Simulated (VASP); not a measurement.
```yaml
crystal:
  lattice:
    - [4.04767, 0.00000, 0.00000]
    - [0.00000, 4.04767, 0.00000]
    - [0.00000, 0.00000, 4.04767]
  atoms:
    - { symbol: Tl, position: [0.00000, 0.00000, 0.00000] }
    - { symbol: Br, position: [0.50000, 0.50000, 0.50000] }
```

Level of theory: PBE GGA, VASP's PBE PAW potentials (set 64) (plane waves; VASP). Settings: 520 eV cut-off, Gaussian smearing of 0.050 eV, potentials Tl_d Br.

Unless said otherwise, spin-orbit coupling is left out, though it shifts the bands of the heavy elements here.

**Question.** Give the energies of bands 7 to 13 at the high-symmetry points, in eV from the valence-band maximum.

**Answer.** 
| band | Γ | X | M | R |
|---|---|---|---|---|
| 7 | -4.53 | -5.24 | -3.66 | -2.77 |
| 8 | -1.09 | -0.64 | -2.59 | -1.67 |
| 9 | -1.09 | -0.64 | -2.59 | -1.67 |
| 10 | -1.09 | 0.00 | -0.55 | -1.67 |
| 11 | 7.06 | 1.99 | 4.83 | 2.34 |
| 12 | 7.06 | 5.78 | 4.83 | 2.34 |
| 13 | 7.06 | 5.78 | 7.24 | 2.34 |

The gap is direct, 1.99 eV, from the valence maximum at X to the conduction minimum at X.

The compound is TlBr in the CsCl type structure. It was relaxed first.
